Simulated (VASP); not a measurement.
Computed with vdW-DF2, VASP's PBE PAW potentials (set 64) (plane waves; VASP).

A VASP calculation is set up with these files.

**KPOINTS**
```
Automatic mesh
0
Gamma
9 9 2
0 0 0
```

**POSCAR**
```
MoS2
1
    1.6432203830    -2.8461408825     0.0000000000
    1.6432203830     2.8461408825     0.0000000000
    0.0000000000     0.0000000000    12.8559685872
Mo S
2 4
Direct
  0.3333330000   0.6666670000   0.2500000000
  0.6666670000   0.3333330000   0.7500000000
  0.3333330000   0.6666670000   0.8731364359
  0.6666670000   0.3333330000   0.3731364359
  0.6666670000   0.3333330000   0.1268635641
  0.3333330000   0.6666670000   0.6268635641
```

**INCAR**
```
LREAL  =  .False.   ! projection in real space or not
ALGO  =  Normal
LUSE_VDW  =  .True.
ISMEAR  =  -5
ISIF  =  2
ZAB_VDW  =  -1.8867
NELM  =  100   ! most electronic steps
LWAVE  =  .False.
LORBIT  =  11
PREC  =  Accurate
LCHARG  =  .True.
LASPH  =  .True.   ! aspherical one-centre terms
ENCUT  =  520   ! plane-wave cut-off (eV)
SYSTEM  =  MoS2
LMAXMIX  =  4
GGA  =  ML
LEFG  =  .True.
EDIFF  =  1E-7
NEDOS  =  601   ! DOS grid
AGGAC  =  0.0
```

POTCAR, in this order: Mo_sv S (PBE.64 set). Program: vasp_std.

The run wrote:

### OSZICAR
```
       N       E                     dE             d eps       ncg     rms          rms(c)
DAV:   1     0.460200172279E+03    0.46020E+03   -0.29363E+04  1680   0.157E+03
DAV:   2    -0.584394599479E+01   -0.46604E+03   -0.45690E+03  1862   0.389E+02
DAV:   3    -0.311161363210E+02   -0.25272E+02   -0.25118E+02  1951   0.791E+01
DAV:   4    -0.317728372241E+02   -0.65670E+00   -0.65490E+00  1829   0.122E+01
DAV:   5    -0.317934563348E+02   -0.20619E-01   -0.20610E-01  1934   0.210E+00    0.260E+01
DAV:   6    -0.292887300141E+02    0.25047E+01   -0.42017E+01  1618   0.300E+01    0.144E+01
DAV:   7    -0.280411214014E+02    0.12476E+01   -0.15392E+01  1714   0.195E+01    0.647E+00
DAV:   8    -0.278394262358E+02    0.20170E+00   -0.13688E+00  2032   0.628E+00    0.298E+00
DAV:   9    -0.278593566557E+02   -0.19930E-01   -0.20918E-01  2005   0.213E+00    0.147E+00
DAV:  10    -0.278470137509E+02    0.12343E-01   -0.11697E-01  1896   0.168E+00    0.464E-01
DAV:  11    -0.278467928113E+02    0.22094E-03   -0.51738E-03  1795   0.413E-01    0.281E-01
DAV:  12    -0.278464269520E+02    0.36586E-03   -0.20708E-03  1899   0.215E-01    0.968E-02
DAV:  13    -0.278464192643E+02    0.76876E-05   -0.18007E-04  1886   0.689E-02    0.159E-02
DAV:  14    -0.278464221507E+02   -0.28863E-05   -0.26066E-05  2070   0.244E-02    0.159E-02
DAV:  15    -0.278464222112E+02   -0.60500E-07   -0.25213E-06  1857   0.778E-03    0.439E-03
DAV:  16    -0.278464218851E+02    0.32603E-06   -0.48993E-07  1583   0.437E-03    0.147E-03
DAV:  17    -0.278464219662E+02   -0.81102E-07   -0.29961E-08  1185   0.128E-03
   1 F= -.27846422E+02 E0= -.27846422E+02  d E =0.000000E+00
```

**OUTCAR**
```
------------------------ aborting loop because EDIFF is reached ----------------------------------------
  FORCE on cell =-STRESS in cart. coord.  units (eV):
  Direction    XX          YY          ZZ          XY          YZ          ZX
  --------------------------------------------------------------------------------------
  Total        0.0351151      0.0351151     -0.0002234     -0.0000000      0.0000000      0.0000000
  in kB        0.4678614      0.4678613     -0.0029763     -0.0000000      0.0000000      0.0000000
  external PRESSURE =       0.3109155 kB  Pullay stress =       0.0000000 kB
  volume of cell :      120.25
      direct lattice vectors                 reciprocal lattice vectors
     1.643220383 -2.846140882  0.000000000     0.304280549 -0.175676476  0.000000000
     1.643220383  2.846140882  0.000000000     0.304280549  0.175676476  0.000000000
     0.000000000  0.000000000 12.855968587     0.000000000  0.000000000  0.077784882
 POSITION                                       TOTAL-FORCE (eV/Angst)
 -----------------------------------------------------------------------------------
      1.64322      0.94872      3.21399         0.000000      0.000000      0.000000
      1.64322     -0.94872      9.64198        -0.000000     -0.000000      0.000000
      1.64322      0.94872     11.22501         0.000000     -0.000000     -0.007891
      1.64322     -0.94872      4.79703         0.000000      0.000000     -0.007891
      1.64322     -0.94872      1.63095         0.000000      0.000000      0.007891
      1.64322      0.94872      8.05894        -0.000000      0.000000      0.007891
 -----------------------------------------------------------------------------------
    total drift:                               -0.000278      0.001698     -0.000030
  FREE ENERGIE OF THE ION-ELECTRON SYSTEM (eV)
  ---------------------------------------------------
  free  energy   TOTEN  =       -27.8464219662 eV

  energy  without entropy=      -27.8464219662  energy(sigma->0) =      -27.84642197

 total charge

# of ion       s       p       d       tot
------------------------------------------
    1        2.266   6.175   3.831  12.273
    2        2.266   6.175   3.831  12.273
    3        1.379   2.353   0.000   3.731
    4        1.379   2.353   0.000   3.731
    5        1.379   2.353   0.000   3.731
    6        1.379   2.353   0.000   3.731
--------------------------------------------------
tot         10.048  21.761   7.663  39.471

 Electric field gradients after diagonalization (V/A^2)
 (convention: |V_zz| > |V_xx| > |V_yy|)
----------------------------------------------------------------------
 ion       V_xx      V_yy      V_zz     asymmetry (V_yy - V_xx)/ V_zz
----------------------------------------------------------------------
   1      39.930    39.928   -79.857       0.000
   2      39.929    39.928   -79.857       0.000
   3      24.258    24.258   -48.516       0.000
   4      24.258    24.258   -48.516       0.000
   5      24.258    24.258   -48.516       0.000
   6      24.258    24.258   -48.516       0.000
```
(Selected blocks of OUTCAR.)

The compound is MoS2 in the 2H layered structure. It was relaxed first, which changed the volume by +13 %.
